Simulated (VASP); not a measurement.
Set up this calculation in VASP 6.6.1, as an ASE script.

```
Task                   : single point
Functional             : LDA
Potentials or basis    : VASP PAW LDA potentials, release 64 (Sr_sv, Mg_pv, O)
Cutoff                 : 520 eV
k mesh                 : 8 × 8 × 3
Occupations            : gaussian, width 0.05 eV
Spin                   : no spin polarisation
Further INCAR settings : ALGO = Normal; EDIFF = 1.00e-06
```

The structure of SrMg3O4 lies in SrMg3O4.cif:

```cif
data_SrMg3O4
_cell_length_a 3.30149600
_cell_length_b 3.30149600
_cell_length_c 8.97960800
_cell_angle_alpha 90.00000000
_cell_angle_beta 90.00000000
_cell_angle_gamma 90.00000000
_space_group_name_H-M_alt 'P1'
_space_group_name_Hall 'P 1'
_space_group_IT_number 1
loop_
_space_group_symop_operation_xyz
'x,y,z'
loop_
_atom_site_label
_atom_site_type_symbol
_atom_site_symmetry_multiplicity
_atom_site_Wyckoff_symbol
_atom_site_fract_x
_atom_site_fract_y
_atom_site_fract_z
_atom_site_occupancy
Sr1 Sr 1 a 0.0000000000 0.0000000000 0.0000000000 1
Mg1 Mg 1 a 0.5000000000 0.5000000000 0.2723470000 1
Mg2 Mg 1 a 0.0000000000 0.0000000000 0.5000000000 1
Mg3 Mg 1 a 0.5000000000 0.5000000000 0.7276530000 1
O1 O 1 a 0.5000000000 0.5000000000 0.5000000000 1
O2 O 1 a 0.0000000000 0.0000000000 0.7250160000 1
O3 O 1 a 0.5000000000 0.5000000000 0.0000000000 1
O4 O 1 a 0.0000000000 0.0000000000 0.2749840000 1
```

The cell comes from a database or a generator and needn't be the stable form of this composition.

These files were run (other wordings do the same):

run.py

```python
from ase.calculators.vasp import Vasp
from ase.dft.bandgap import bandgap
from ase.io import read

atoms = read('SrMg3O4.cif')
calc = Vasp(
    directory='calc',
    xc='lda',
    pp='LDA',
    setups='materialsproject',
    prec='Accurate',
    encut=520,
    ediff=1e-06,
    ismear=0,
    sigma=0.05,
    lreal=False,
    lasph=True,
    nelm=60,
    algo='Normal',
    isif=2,
    lwave=False,
    lcharg=True,
    lelf=True,
    lvhar=True,
    kpts=[8, 8, 3],
    gamma=True,
)
atoms.calc = calc

print('energy (eV):', atoms.get_potential_energy())
print('free energy (eV):', atoms.get_potential_energy(force_consistent=True))
print('forces (eV/A):')
print(atoms.get_forces())
print('stress (eV/A^3, Voigt):', atoms.get_stress())
print('Fermi level (eV):', calc.get_fermi_level())
gap, top, bottom = bandgap(calc)
print('band gap (eV):', gap, 'from (spin, k, band)', top, 'to', bottom)
```

Potentials or basis: VASP PAW LDA potentials, release 64 (Sr_sv, Mg_pv, O).

Launch:

```console
$ python run.py
```

It gave:

```
Pressure               : -8.0 GPa
Largest force          : 0.172 eV/Å
Band gap on the k mesh : 2.04 eV, indirect (least direct gap 2.24 eV)
```

Caveat: an odd mesh through Γ misses points on the zone boundary, where band edges often lie.

Run time: 76 s on 1 thread of Intel(R) Xeon(R) 6975P-C (Granite Rapids), with other jobs on the host, peak memory 0.24 GiB.
